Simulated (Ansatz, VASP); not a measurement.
# Ca3YNO3 in two plane-wave programs, part 2 of 2

One calculation is typed for both programs; each brings its own data sets. How far apart do they land? The cell is generated by rule, not measured, and may not be a known phase. The cell is taken from a series of runs on this material, whose earlier steps may have relaxed, scaled, displaced or heated it; both programs get it as it stands.

VASP 6.6.1 and Ansatz 0.2.0.

So far: The starting structure; VASP: relaxation of cell and atoms, PBEsol.

The structure was built from a prototype and need not be the compound's stable phase.

## Step 3: Ansatz: relaxation of cell and atoms, PBEsol

Level of this step: Ansatz beside VASP: Kohn-Sham DFT, plane waves, PBEsol (Ansatz).

Ansatz runs on its default PAW (the set named soft_2) files.

The same cell, functional and mesh now go to Ansatz, which takes its cutoff from its data sets.

File input.yaml:

```yaml
crystal:
  lattice:
    - [2.3971304646, 2.3971304646, 0.0]
    - [-2.3971304646, 2.3971304646, 0.0]
    - [0.0, 0.0, 9.5923035021]
  atoms:
    - { symbol: Ca, position: [0.0, 0.0, 0.0020772059] }
    - { symbol: Ca, position: [0.5, 0.5, 0.25] }
    - { symbol: Ca, position: [0.0, 0.0, 0.4979227941] }
    - { symbol: "N", position: [0.0, 0.0, 0.75] }
    - { symbol: O, position: [0.5, 0.5, -0.0006321129] }
    - { symbol: O, position: [0.0, 0.0, 0.25] }
    - { symbol: O, position: [0.5, 0.5, 0.5006321129] }
    - { symbol: "Y", position: [0.5, 0.5, 0.75] }
kpoints:
  mp_grid: { grid: [8, 8, 4] }
hamiltonian:
  xc: pbesol
scf:
  occupations: { method: fixed }
output:
  forces: true
  stress: true
  eigenvalues: true
relax:
  adjacent_minimum: "off"
  f_tol: 0.001
  max_steps: 60
  cell: { stress_tol: 0.01 }
```

Run with:

```console
$ ansatz run input.yaml --threads 8 --pin off --max-ram 14336MiB --backend cpu --events-out ev --progress --plain --runs-dir out
```

Numbers of over 12 decimals in the logs are rounded to 6 here.

Log:

```text
Engine: ansatz 0.2.0, aarch64-unknown-linux-gnu
Pseudopotentials: kind: paw
Pseudopotential: Ca, paw, valence charge 10, recommended cutoff 420 eV (normal), Ca.paw.azcp
Pseudopotential: N, paw, valence charge 5, recommended cutoff 420 eV (normal), N.paw.azcp
Pseudopotential: O, paw, valence charge 6, recommended cutoff 420 eV (normal), O.paw.azcp
Pseudopotential: Y, paw, valence charge 11, recommended cutoff 420 eV (normal), Y.paw.azcp
Functional definition: PBEsol
  exchange = pbesol_x
  correlation = pbesol_c
Crystal: 8 atoms, lattice volume = 110.239 Å³
Basis set: ecut = 420 eV, 2117 PW (Γ), exchange–correlation on 48×48×144 points (8 copies of the dense FFT grid, shifted against one another)
Bands: 40, of which v1, the nominal top of the filled ones, is band 32 counted from 1 (31 counted from 0)
Symmetry: 16 space group operations
Space group: P4/mmm (ITA 123), of the structure as read, at distance tolerance 4.8e-5 Å
k-points: 45 of 256
Non-local potential: Ca, projectors of the file, l = 0: 3, l = 1: 2, l = 2: 2
Non-local potential: N, projectors of the file, l = 0: 2, l = 1: 2, l = 2: 1
Non-local potential: O, projectors of the file, l = 0: 2, l = 1: 2, l = 2: 1
Non-local potential: Y, projectors of the file, l = 0: 3, l = 1: 2, l = 2: 2, l = 3: 1
PAW form: soft (Blöchl's): semilocal exchange-correlation on the pseudo side does not see the compensation charge
PAW frozen core: Ca, regenerated for the run's functional, and the local potential with it (the file was generated under x = pbe(κ = 0.804, μ = 0.219515), c = pbe(β = 0.066725))
PAW frozen core: N, regenerated for the run's functional, and the local potential with it (the file was generated under x = pbe(κ = 0.804, μ = 0.219515), c = pbe(β = 0.066725))
PAW frozen core: O, regenerated for the run's functional, and the local potential with it (the file was generated under x = pbe(κ = 0.804, μ = 0.219515), c = pbe(β = 0.066725))
PAW frozen core: Y, regenerated for the run's functional, and the local potential with it (the file was generated under x = pbe(κ = 0.804, μ = 0.219515), c = pbe(β = 0.066725))
PAW one-centre angular grid: Ca, 110 points (default); XC on 64 Gauss nodes
PAW one-centre angular grid: N, 110 points (default); XC on 64 Gauss nodes
PAW one-centre angular grid: O, 110 points (default); XC on 64 Gauss nodes
PAW one-centre angular grid: Y, 590 points (default); XC on 64 Gauss nodes
Initial density: superposition of atomic densities (neutral atoms: chi_scale 0, normalization atom), corrected by the library's trained network
Initial wavefunctions: pseudopotential atomic-orbital guess
Functional: x = pbesol(κ = 0.804, μ = 0.123457), c = pbesol(β = 0.046)
SCF iter   1: F=—  HF=-11251.413803 eV  |F-HF|=—  |Δ(HF+E_count)|=         —  Δρ=1.50e-2  dr2=2.47e-1  ethr=1.77e-3  ⟨swp⟩=4.6  Hψ=7002  notcnv=0  defer=234
preconditioner: auto → Resta (q_TF=auto, 2.492 Å⁻¹)  ε∞=3.5  [insulator: Δε(μ)=0.635 eV  Ē_g=16.606 eV  n_scr=26 (ndim 8)  ℏωp=26.5 eV  f_vac=0.000  ε∞_Penn≈3.5]
SCF iter   2: F=—  HF=-11251.360840 eV  |F-HF|=—  |Δ(HF+E_count)|=   5.30e-2  Δρ=5.28e-3  dr2=2.29e-2  ethr=3.87e-4  ⟨swp⟩=2.0  Hψ=2849  notcnv=0  defer=266
SCF iter   3: F=—  HF=-11251.355604 eV  |F-HF|=—  |Δ(HF+E_count)|=   5.24e-3  Δρ=1.36e-3  dr2=2.25e-3  ethr=3.57e-5  ⟨swp⟩=2.1  Hψ=2454  notcnv=0  defer=269
SCF iter   4: F=—  HF=-11251.355164 eV  |F-HF|=—  |Δ(HF+E_count)|=   4.40e-4  Δρ=2.59e-4  dr2=5.87e-5  ethr=3.52e-6  ⟨swp⟩=2.4  Hψ=2907  notcnv=0  defer=270
SCF iter   5: F=—  HF=-11251.355160 eV  |F-HF|=—  |Δ(HF+E_count)|=   3.88e-6  Δρ=4.83e-5  dr2=2.86e-6  ethr=9.17e-8  ⟨swp⟩=2.2  Hψ=3169  notcnv=0  defer=216
SCF iter   6: F=—  HF=-11251.355161 eV  |F-HF|=—  |Δ(HF+E_count)|=   9.30e-7  Δρ=2.02e-5  dr2=4.05e-7  ethr=4.47e-9  ⟨swp⟩=2.0  Hψ=2251  notcnv=0  defer=217
SCF iter   7: F=—  HF=-11251.355161 eV  |F-HF|=—  |Δ(HF+E_count)|=   9.31e-8  Δρ=1.69e-5  dr2=3.09e-7  ethr=1.56e-10  ⟨swp⟩=14.6  Hψ=10476  notcnv=0
SCF iter   8: F=-11251.355161 eV  HF=-11251.355161 eV  |F-HF|=4.22e-8  |Δ(HF+E_count)|=   4.17e-8  Δρ=7.01e-6  dr2=5.08e-8  ethr=1.56e-10  ⟨swp⟩=2.0  Hψ=5647  notcnv=0
SCF 1 converged in 8 iterations: F = -11251.355161 eV  dr2 = 5.08e-8
  greatest PAW one-centre occupation: 0.996 electrons in one spin orbital (limit 2), on the Ca atom at site 2 (counted from 0), in its partial waves of l = 0
relax step   1: F+E_penalty+E_count = -11251.35516090 eV  Δ(F+E_penalty+E_count) = +0.000e0 eV  max|allowed force component| = 8.167e-4 eV/Å  Δτ_max = 0.0000 Å  P = +0.002 GPa  Ω = 110.239 Å³  (8 SCF iters, dr2 threshold 1.00e-7 eV, accepted)
Initial density: handed on by an earlier stage of this run
Initial wavefunctions: pseudopotential atomic-orbital guess (no wavefunctions were taken with the density)
iter 1 solved again at ethr=2.38e-7 eV; its pass at ethr=3.10e-3 eV (dr2=1.52e-4 eV) is discarded
SCF iter   1: F=—  HF=-11251.355177 eV  |F-HF|=—  |Δ(HF+E_count)|=         —  Δρ=9.57e-6  dr2=8.19e-8  ethr=2.38e-7  ⟨swp⟩=3.2  Hψ=10980  notcnv=0  defer=270
eigensolver tolerance schedule: the retry pair's looser diagonalisation over-reported the residual by 1858.43 of it (diagonalisation noise at 0.17 of the residual, at the tolerance the schedule requests for it); recorded, not acted on — ethr = c·dr2/N_el stays at c = 1.0e-1
preconditioner: auto → Resta (q_TF=auto, 2.492 Å⁻¹)  ε∞=3.5  [insulator: Δε(μ)=0.861 eV  Ē_g=16.676 eV  n_scr=26 (ndim 8)  ℏωp=26.5 eV  f_vac=0.000  ε∞_Penn≈3.5]
SCF iter   2: F=—  HF=-11251.355161 eV  |F-HF|=—  |Δ(HF+E_count)|=   1.58e-5  Δρ=5.46e-6  dr2=2.80e-8  ethr=1.28e-10  ⟨swp⟩=2.8  Hψ=3271  notcnv=0  defer=245
SCF iter   3: F=—  HF=-11251.355161 eV  |F-HF|=—  |Δ(HF+E_count)|=   4.70e-9  Δρ=1.61e-6  dr2=1.57e-9  ethr=4.37e-11  ⟨swp⟩=2.0  Hψ=2249  notcnv=0  defer=245
SCF iter   4: F=—  HF=-11251.355161 eV  |F-HF|=—  |Δ(HF+E_count)|=   1.31e-9  Δρ=6.52e-7  dr2=3.30e-10  ethr=2.45e-12  ⟨swp⟩=2.0  Hψ=2738  notcnv=0  defer=245
SCF iter   5: F=—  HF=-11251.355161 eV  |F-HF|=—  |Δ(HF+E_count)|=  4.00e-11  Δρ=3.52e-7  dr2=9.73e-11  ethr=1.00e-12  ⟨swp⟩=2.0  Hψ=2118  notcnv=0  defer=245
SCF iter   6: F=—  HF=-11251.355161 eV  |F-HF|=—  |Δ(HF+E_count)|=  7.28e-12  Δρ=3.45e-7  dr2=4.99e-11  ethr=1.00e-12  ⟨swp⟩=1.8  Hψ=1725  notcnv=0  defer=245
SCF iter   7: F=—  HF=-11251.355161 eV  |F-HF|=—  |Δ(HF+E_count)|=  3.27e-11  Δρ=1.71e-7  dr2=1.23e-11  ethr=1.00e-12  ⟨swp⟩=1.0  Hψ=1666  notcnv=0  defer=245
SCF iter   8: F=-11251.355161 eV  HF=-11251.355161 eV  |F-HF|=0.00e0  |Δ(HF+E_count)|=  1.09e-11  Δρ=1.89e-8  dr2=2.91e-13  ethr=1.00e-12  ⟨swp⟩=14.8  Hψ=11487  notcnv=0
SCF 2 converged in 8 iterations: F = -11251.355161 eV  dr2 = 2.91e-13
relax step   2: F+E_penalty+E_count = -11251.35516093 eV  Δ(F+E_penalty+E_count) = -3.438e-8 eV  max|allowed force component| = 7.592e-4 eV/Å  Δτ_max = 0.0000 Å  P = +0.002 GPa  Ω = 110.239 Å³  stress off target by 2.87e-3 GPa  SCF on the basis re-selected at this cell (its energy is not comparable with the rows above)  (8 SCF iters)
basis re-selected at this cell: Δ(F+E_penalty+E_count) = -3.438e-8 eV, ΔP = +0.000 GPa vs the last step (what re-selecting the basis moved, of the pressure what is left beyond the Pulay correction that the steps carried, after the strain that the cell walked since its last selection, with what the two solves' SCF thresholds leave and, on support functions, any second-order correction that the steps lacked; it is no m [...]
SCF converged after 8 iterations
Free energy (F): -11251.355161 eV
Harris-Foulkes:  -11251.355161 eV  (|F-HF|=0.00e0)
Internal energy: -11251.355161 eV  (E = F + TS)
E sigma→0 (E₀):  -11251.355161 eV
Fermi energy:    10.310122 eV
--- Per-component energies (eV) ---
  E_band       = -337.990212
  E_kinetic    = 1804.017238
  E_local      = -3236.610064  (includes V_loc(G=0)·N_el)
  E_nonlocal   = 435.201675
  E_hartree    = 1055.274748
  E_xc         = -865.619281
  E_vxc        = -1076.816913  (∫ρ·V_xc dr)
  E_paw        = -5862.552732  (= ΣΔE_a)
  E_vpaw       = -374.338995  (= ΣTr[D̂ρ^β])
  E_aug_tail   = 0.007355  (compensation charges beyond the density's cutoff)
  E_ewald      = -4581.713218
  E_core_change = 0.639118  (= ΣΔE_core)
  E_smearing   = -0.000000  (= −TS)
  E_closure    = -0.000000  (closes the sum)
  Σ components = -11251.355161   (vs F -11251.355161, Δ=0.00e0)
--- Forces (eV/Å), atoms counted from 1 ---
  atom   1  Ca     0.00000000     0.00000000     0.00075918
  atom   2  Ca    -0.00000000    -0.00000000     0.00000000
  atom   3  Ca    -0.00000000     0.00000000    -0.00075918
  atom   4  N      0.00000000     0.00000000     0.00000000
  atom   5  O      0.00000000     0.00000000    -0.00067235
  atom   6  O     -0.00000000     0.00000000     0.00000000
  atom   7  O     -0.00000000     0.00000000     0.00067235
  atom   8  Y      0.00000000    -0.00000000     0.00000000
  max |Σ_I F_I| component: 2.03e-20 eV/Å
--- Stress (GPa, compression-positive) ---
        0.002872       0.000000      -0.000000
       -0.000000       0.002872       0.000000
       -0.000000       0.000000       0.000475
  P = ⅓ Tr σ = 0.0021 GPa (0.021 kbar)
--- Band table (eV; the first three rows and the last of 45) ---
  k-point 0: bands = [... 28 lower, 8.2009, 9.2721, 10.3101, 10.3101, 11.1713, 12.4783, 13.1040, 13.2829, ... 4 higher]
  k-point 1: bands = [... 28 lower, 8.1786, 9.0607, 10.3049, 10.3049, 11.1937, 12.3086, 13.3845, 13.5383, ... 4 higher]
  k-point 2: bands = [... 28 lower, 8.1458, 8.8434, 10.2999, 10.2999, 11.2185, 12.1868, 13.7312, 13.8862, ... 4 higher]
  k-point 44: bands = [... 28 lower, 7.5524, 9.3502, 9.4600, 9.4600, 12.1414, 12.1414, 12.8539, 12.8539, ... 4 higher]
--- Relaxed structure (1 steps of the walk, 1 accepted, 1 SCFs on fresh bases) ---
  F+E_penalty+E_count = -11251.35516093 eV   max|allowed force component| = 7.592e-4 eV/Å   (the final SCF, on the basis selected at the relaxed cell)
  cell:  # Å, volume = 110.2392 Å³
    - [2.3971304646, 2.3971304646, 0.0]
    - [-2.3971304646, 2.3971304646, 0.0]
    - [0.0, 0.0, 9.5923035021]
  atoms:
    - { symbol: Ca, position: [0.0, 0.0, 0.00207721] }
    - { symbol: Ca, position: [0.5, 0.5, 0.250000] }
    - { symbol: Ca, position: [0.0, 0.0, 0.497923] }
    - { symbol: N, position: [0.0, 0.0, 0.75] }
    - { symbol: O, position: [0.5, 0.5, -0.0006321129] }
    - { symbol: O, position: [0.0, 0.0, 0.250000] }
    - { symbol: O, position: [0.5, 0.5, 0.5006321129] }
    - { symbol: Y, position: [0.5, 0.5, 0.75] }
```

## Step 4: Differences

Known differences besides the potentials themselves: fixed occupations in Ansatz, narrow Gaussian smearing in VASP; the cutoff is 420 eV in Ansatz and 600 eV in VASP; Ansatz makes its cores anew for this functional, VASP keeps those of its PBE data sets; Ansatz adds a Pulay correction to the stress that steers its cell, VASP none. Total energies have different zeros and are not compared.

The two programs side by side:

```tsv
quantity	Ansatz	VASP	difference
volume (Å³)	110.24	110.54	-0.28 %
edge a after relaxation, in the typed setting (Å)	3.390	3.393	-0.08 %
edge c after relaxation, in the typed setting (Å)	9.592	9.604	-0.12 %
```

## Step 5: What came out

| Item | Value |
| --- | --- |
| difference in volume (relaxation of cell and atoms, PBEsol) | -0.28 % |

**Reading.** The difference in volume is -0.28 % (relaxation of cell and atoms, PBEsol), within the 1.2 % picked in this series as the mark of a large difference, as far as the stopping tolerances let one tell. Such differences can come from data sets, numerical settings and the points named under the comparisons, not from the functional's error against experiment.

[Lines on the potential files, build, host, timing and source positions are cut from VASP's logs without a mark.]

[Logs are printed without paths, hosts, clocks, repeated set-up lines and the standing remarks that a program may print on its own settings, such as how far it seeks lower states.]

[Hosts, paths, dates, database ids (printed as entryN), source tags and the programs' standing remarks are cut or masked in the printed files.]
